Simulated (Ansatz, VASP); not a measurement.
# CoH3 in two plane-wave programs, part 2 of 3

Aim: how closely do two programs agree when they are given the same cell, functional and k mesh? The cell is taken from a series of runs on this material, whose earlier steps may have relaxed, scaled, displaced or heated it; both programs get it as it stands.

VASP 6.6.1 and Ansatz 0.2.0.

So far: The starting structure; Ansatz: zone-centre phonons, PBE.

## 3. VASP: zone-centre phonons, PBE

Level of this step: PBE, no spin polarisation; plane waves and PAW (Co, H) (VASP).

The same cell, functional, mesh and smearing now go to VASP, with its own data sets.

Lines of VASP's logs that name or quote its potential files are left out, and so is its time.

Contents of INCAR:

```
SYSTEM = CoH3
PREC = Accurate
ENCUT = 600
EDIFF = 1E-08
NELM = 120
ISMEAR = 1
SIGMA = 0.2
LREAL = .FALSE.
ALGO = Normal
GGA = PE
NBANDS = 12
LASPH = .TRUE.
LORBIT = 11
LWAVE = .FALSE.
LCHARG = .FALSE.
ISIF = 2
IBRION = 8
GGA_COMPAT = .FALSE.
KPAR = 2
```

Contents of POSCAR:

```
CoH3
1.0
    2.6207210228      0.0000000000      0.0000000000
    0.0000000000      1.8437540182      1.9000549770
    0.0000000000     -1.8437540182      1.9000549770
Co H
1 3
Direct
    0.0000000000      0.9755551208      0.9755551208
    0.0000000000      0.5395678884      0.5395678884
    0.5000000000      0.0198714232      0.5584290675
    0.5000000000      0.5584290675      0.0198714232
```

Contents of KPOINTS:

```
Automatic mesh
0
Gamma
16 16 16
0 0 0
```

PAW data sets: Co and H (PBE family, release 64).

The run is started by

```sh
$ mpirun -np 2 vasp_std
```

Output:

```text
[banner, memory and clock lines left out]
running    2 mpi-ranks, on    1 nodes
 distrk:  each k-point on    1 cores,    2 groups
 distr:  one band on    1 cores,    1 groups

 POSCAR found type information on POSCAR CoH
 POSCAR found :  2 types and       4 ions
 LDA part: xc-table for (Slater+PW92), standard interpolation
 POSCAR, INCAR and KPOINTS ok, starting setup
 FFT: planning ... GRIDC
 FFT: planning ... GRID_SOFT
 FFT: planning ... GRID
 WAVECAR not read
 entering main loop
       N       E                     dE             d eps       ncg     rms          rms(c)
DAV:   1     0.415395379015E+02    0.41540E+02   -0.61587E+03 15868   0.129E+03
DAV:   2    -0.160631874647E+02   -0.57603E+02   -0.53276E+02 16336   0.211E+02
DAV:   3    -0.181296758306E+02   -0.20665E+01   -0.20505E+01 18436   0.469E+01
DAV:   4    -0.181523332298E+02   -0.22657E-01   -0.22649E-01 17860   0.437E+00
DAV:   5    -0.181529900913E+02   -0.65686E-03   -0.65684E-03 19020   0.778E-01    0.149E+01
DAV:   6    -0.183216521679E+02   -0.16866E+00   -0.45744E+01 18052   0.917E+01    0.115E+01
DAV:   7    -0.162539144687E+02    0.20677E+01   -0.18403E+01 18584   0.570E+01    0.288E+00
DAV:   8    -0.162139242503E+02    0.39990E-01   -0.20365E-01 20416   0.490E+00    0.746E-01
DAV:   9    -0.162122639667E+02    0.16603E-02   -0.14414E-02 19536   0.101E+00    0.152E-01
DAV:  10    -0.162122244545E+02    0.39512E-04   -0.93308E-04 19724   0.308E-01    0.456E-02
DAV:  11    -0.162122246200E+02   -0.16546E-06   -0.15002E-04 18188   0.170E-01    0.174E-02
DAV:  12    -0.162122228882E+02    0.17317E-05   -0.76397E-06 19548   0.300E-02    0.298E-03
DAV:  13    -0.162122222281E+02    0.66012E-06   -0.41401E-07 17696   0.867E-03    0.127E-03
DAV:  14    -0.162122222837E+02   -0.55587E-07   -0.22499E-08 15264   0.173E-03    0.489E-04
DAV:  15    -0.162122223004E+02   -0.16733E-07   -0.23149E-09  9684   0.488E-04    0.715E-05
DAV:  16    -0.162122223129E+02   -0.12436E-07   -0.52862E-10  8348   0.342E-04    0.342E-05
DAV:  17    -0.162122223154E+02   -0.25352E-08   -0.13137E-10  8192   0.155E-04
   1 F= -.16212222E+02 E0= -.16212816E+02  d E =0.178154E-02
 Linear response reoptimize wavefunctions to high precision
DAV:   1    -0.162122223166E+02   -0.11466E-08   -0.40398E-11  8636   0.756E-05
DAV:   2    -0.162122223166E+02   -0.73896E-11   -0.14687E-11  8108   0.382E-05
 Linear response DOF=           9
 Linear response progress:
  Degree of freedom:   1/  9
       N       E                     dE             d eps       ncg     rms          rms(c)
RMM:   1    -0.167890619023E+00   -0.16789E+00   -0.12499E-01 38421   0.288E+00
RMM:   2    -0.165845446715E+00    0.20452E-02   -0.44982E-03 40523   0.711E-01    0.166E-01
RMM:   3    -0.165970683110E+00   -0.12524E-03   -0.23048E-04 42786   0.141E-01    0.101E-01
RMM:   4    -0.166529227746E+00   -0.55854E-03   -0.14211E-04 44715   0.102E-01    0.780E-03
RMM:   5    -0.166506432852E+00    0.22795E-04   -0.34262E-06 47198   0.196E-02    0.491E-03
RMM:   6    -0.166497479673E+00    0.89532E-05   -0.28988E-07 41412   0.750E-03    0.318E-03
RMM:   7    -0.166488659349E+00    0.88203E-05   -0.15718E-07 40376   0.539E-03    0.651E-04
RMM:   8    -0.166484892976E+00    0.37664E-05   -0.48382E-08 49514   0.183E-03    0.294E-04
RMM:   9    -0.166480758724E+00    0.41343E-05   -0.22947E-09 49656   0.556E-04    0.125E-04
RMM:  10    -0.166481820455E+00   -0.10617E-05   -0.12704E-09 49548   0.183E-04    0.583E-05
RMM:  11    -0.166481959632E+00   -0.13918E-06   -0.34997E-10 49444   0.906E-05    0.198E-05
RMM:  12    -0.166481931778E+00    0.27854E-07   -0.10010E-10 51230   0.291E-05    0.282E-06
RMM:  13    -0.166481914582E+00    0.17196E-07   -0.89168E-11 49941   0.116E-05    0.235E-06
RMM:  14    -0.166481922141E+00   -0.75599E-08   -0.10000E-10 48872   0.531E-06    0.573E-07
 first order change of Fermi-energy   0.32524E-02
 force on displaced ion       1 direction 1 :  -2.031   0.000  -0.003
 Linear response progress:
  Degree of freedom:   2/  9
       N       E                     dE             d eps       ncg     rms          rms(c)
RMM:   1    -0.168610961417E+00   -0.16861E+00   -0.12282E-01 41093   0.285E+00
RMM:   2    -0.166548239065E+00    0.20627E-02   -0.43553E-03 43238   0.712E-01    0.158E-01
RMM:   3    -0.166593911008E+00   -0.45672E-04   -0.24170E-04 45793   0.144E-01    0.955E-02
RMM:   4    -0.167010613885E+00   -0.41670E-03   -0.15319E-04 47467   0.104E-01    0.103E-02
RMM:   5    -0.167011673908E+00   -0.10600E-05   -0.53564E-06 50470   0.226E-02    0.501E-03
RMM:   6    -0.167013375162E+00   -0.17013E-05   -0.45725E-07 45364   0.839E-03    0.266E-03
RMM:   7    -0.167011147014E+00    0.22281E-05   -0.12613E-07 43734   0.517E-03    0.794E-04
RMM:   8    -0.167004131305E+00    0.70157E-05   -0.28558E-08 50295   0.163E-03    0.171E-04
RMM:   9    -0.167001425831E+00    0.27055E-05   -0.36771E-09 55530   0.443E-04    0.757E-05
[...]
Linear response progress:
  Degree of freedom:   3/  9
       N       E                     dE             d eps       ncg     rms          rms(c)
RMM:   1    -0.167832792668E+00   -0.16783E+00   -0.12158E-01 23133   0.286E+00
RMM:   2    -0.165947435409E+00    0.18854E-02   -0.44856E-03 24353   0.712E-01    0.184E-01
RMM:   3    -0.166049502578E+00   -0.10207E-03   -0.40462E-04 22371   0.262E-01    0.118E-01
[...]
RMM:   5    -0.158531162649E-01   -0.11023E-03   -0.41068E-06 48623   0.138E-02    0.212E-03
RMM:   6    -0.158354907189E-01    0.17626E-04   -0.34128E-07 45952   0.509E-03    0.835E-04
RMM:   7    -0.158324551719E-01    0.30355E-05   -0.63879E-08 46758   0.236E-03    0.399E-04
RMM:   8    -0.158350680581E-01   -0.26129E-05   -0.21807E-08 50214   0.734E-04    0.105E-04
RMM:   9    -0.158350960727E-01   -0.28015E-07   -0.41225E-09 52545   0.183E-04    0.444E-05
RMM:  10    -0.158347548396E-01    0.34123E-06    0.20110E-10 49928   0.713E-05    0.654E-06
RMM:  11    -0.158347242857E-01    0.30554E-07    0.19716E-10 54059   0.231E-05    0.238E-06
RMM:  12    -0.158347140292E-01    0.10257E-07   -0.90550E-11 50326   0.823E-06    0.674E-07
RMM:  13    -0.158347131938E-01    0.83536E-09   -0.33701E-11 45880   0.307E-06    0.289E-07
 first order change of Fermi-energy   0.51832E-03
 force on displaced ion       2 direction 2 :   0.000  -0.410   0.001
 Linear response progress:
  Degree of freedom:   6/  9
       N       E                     dE             d eps       ncg     rms          rms(c)
RMM:   1    -0.151419159730E-01   -0.15142E-01    0.19139E-02 33586   0.102E+00
RMM:   2    -0.149034154162E-01    0.23850E-03   -0.84220E-04 22414   0.397E-01    0.910E-02
RMM:   3    -0.152163587997E-01   -0.31294E-03   -0.23483E-04 25640   0.114E-01    0.503E-02
RMM:   4    -0.156724565795E-01   -0.45610E-03   -0.38648E-05 23870   0.598E-02    0.132E-02
RMM:   5    -0.157186018752E-01   -0.46145E-04   -0.89810E-06 23714   0.330E-02    0.537E-03
RMM:   6    -0.157820127329E-01   -0.63411E-04   -0.11995E-06 26718   0.955E-03    0.127E-03
RMM:   7    -0.157748829164E-01    0.71298E-05   -0.72952E-08 26755   0.300E-03    0.581E-04
RMM:   8    -0.157791657991E-01   -0.42829E-05   -0.11272E-08 28606   0.978E-04    0.156E-04
RMM:   9    -0.157792460180E-01   -0.80219E-07   -0.18416E-09 28684   0.310E-04    0.706E-05
RMM:  10    -0.157791478271E-01    0.98191E-07    0.73148E-11 28088   0.134E-04    0.136E-05
RMM:  11    -0.157791892012E-01   -0.41374E-07   -0.21477E-10 28853   0.517E-05    0.714E-06
RMM:  12    -0.157792005865E-01   -0.11385E-07   -0.32549E-11 29221   0.176E-05    0.314E-06
RMM:  13    -0.157791988946E-01    0.16919E-08   -0.53975E-11 29280   0.650E-06    0.973E-07
 first order change of Fermi-energy  -0.21716E+00
 force on displaced ion       2 direction 3 :   0.000   0.000  -2.844
 Linear response progress:
  Degree of freedom:   7/  9
       N       E                     dE             d eps       ncg     rms          rms(c)
RMM:   1    -0.149250052857E-01   -0.14925E-01    0.24845E-02105886   0.103E+00
RMM:   2    -0.150285708612E-01   -0.10357E-03   -0.89372E-04 69583   0.418E-01    0.888E-02
RMM:   3    -0.153567215793E-01   -0.32815E-03   -0.23345E-04 81444   0.115E-01    0.488E-02
RMM:   4    -0.158536525151E-01   -0.49693E-03   -0.42155E-05 78999   0.525E-02    0.738E-03
RMM:   5    -0.159579009890E-01   -0.10425E-03   -0.48957E-06 84936   0.152E-02    0.217E-03
RMM:   6    -0.159455400262E-01    0.12361E-04   -0.41467E-07 77823   0.563E-03    0.116E-03
RMM:   7    -0.159422055053E-01    0.33345E-05   -0.12403E-07 81816   0.312E-03    0.564E-04
RMM:   8    -0.159474797508E-01   -0.52742E-05   -0.13085E-08 87915   0.938E-04    0.184E-04
RMM:   9    -0.159472723121E-01    0.20744E-06    0.84032E-10 92102   0.253E-04    0.415E-05
RMM:  10    -0.159470928835E-01    0.17943E-06    0.36297E-10 93327   0.760E-05    0.926E-06
RMM:  11    -0.159470599285E-01    0.32955E-07    0.13007E-10 90799   0.245E-05    0.331E-06
RMM:  12    -0.159470722876E-01   -0.12359E-07    0.52319E-12 90979   0.102E-05    0.812E-07
RMM:  13    -0.159470694709E-01    0.28168E-08   -0.58473E-12 85823   0.418E-06    0.358E-07
 first order change of Fermi-energy   0.76782E-03
 force on displaced ion       3 direction 1 :  -1.254  -0.001   0.001
 Linear response progress:
  Degree of freedom:   8/  9
       N       E                     dE             d eps       ncg     rms          rms(c)
RMM:   1    -0.148084175005E-01   -0.14808E-01    0.12629E-02 60519   0.897E-01
RMM:   2    -0.141978173500E-01    0.61060E-03   -0.65083E-04 39927   0.339E-01    0.681E-02
RMM:   3    -0.144616128631E-01   -0.26380E-03   -0.17142E-04 43589   0.109E-01    0.415E-02
RMM:   4    -0.147027059154E-01   -0.24109E-03   -0.32944E-05 39426   0.769E-02    0.249E-02
RMM:   5    -0.148455268596E-01   -0.14282E-03   -0.15338E-05 40232   0.472E-02    0.360E-03
RMM:   6    -0.148908375073E-01   -0.45311E-04   -0.26939E-06 48834   0.120E-02    0.140E-03
RMM:   7    -0.148834951565E-01    0.73424E-05   -0.19395E-07 47410   0.378E-03    0.551E-04
RMM:   8    -0.148875209394E-01   -0.40258E-05   -0.28881E-08 51547   0.112E-03    0.226E-04
RMM:   9    -0.148870968535E-01    0.42409E-06   -0.49143E-09 48454   0.657E-04    0.861E-05
RMM:  10    -0.148872477168E-01   -0.15086E-06   -0.20004E-09 50023   0.277E-04    0.219E-05
RMM:  11    -0.148872483256E-01   -0.60880E-09   -0.31642E-10 53171   0.886E-05    0.105E-05
 first order change of Fermi-energy   0.82988E-01
 force on displaced ion       3 direction 2 :   0.000  -2.830  -0.860
 Linear response progress:
  Degree of freedom:   9/  9
       N       E                     dE             d eps       ncg     rms          rms(c)
RMM:   1    -0.148052562795E-01   -0.14805E-01    0.10858E-02 60719   0.889E-01
RMM:   2    -0.141787258335E-01    0.62653E-03   -0.65620E-04 39856   0.340E-01    0.644E-02
RMM:   3    -0.144440885881E-01   -0.26536E-03   -0.15977E-04 44618   0.986E-02    0.354E-02
RMM:   4    -0.147357065968E-01   -0.29162E-03   -0.25645E-05 39887   0.634E-02    0.219E-02
RMM:   5    -0.148281803260E-01   -0.92474E-04   -0.10655E-05 39980   0.421E-02    0.401E-03
RMM:   6    -0.148828767630E-01   -0.54696E-04   -0.23070E-06 48535   0.117E-02    0.146E-03
RMM:   7    -0.148710490168E-01    0.11828E-04   -0.19320E-07 47436   0.362E-03    0.578E-04
RMM:   8    -0.148755920474E-01   -0.45430E-05   -0.21633E-08 51492   0.113E-03    0.159E-04
RMM:   9    -0.148750927696E-01    0.49928E-06   -0.45654E-09 50409   0.468E-04    0.528E-05
RMM:  10    -0.148753571063E-01   -0.26434E-06   -0.11239E-09 50147   0.203E-04    0.238E-05
RMM:  11    -0.148753077967E-01    0.49310E-07   -0.97607E-11 50895   0.797E-05    0.763E-06
RMM:  12    -0.148753138983E-01   -0.61016E-08   -0.12142E-10 52704   0.292E-05    0.187E-06
 first order change of Fermi-energy  -0.23987E+00
 force on displaced ion       3 direction 3 :   0.000  -0.861  -2.204
 Linear response finished
```

(Part 2 of 3 ends here.)

[Lines on the potential files, build, host, timing and source positions are cut from VASP's logs without a mark.]

[Logs are printed without paths, hosts, clocks, repeated set-up lines and the standing remarks that a program may print on its own settings, such as how far it seeks lower states.]

[Hosts, paths, dates, database ids (printed as entryN), source tags and the programs' standing remarks are cut or masked in the printed files.]
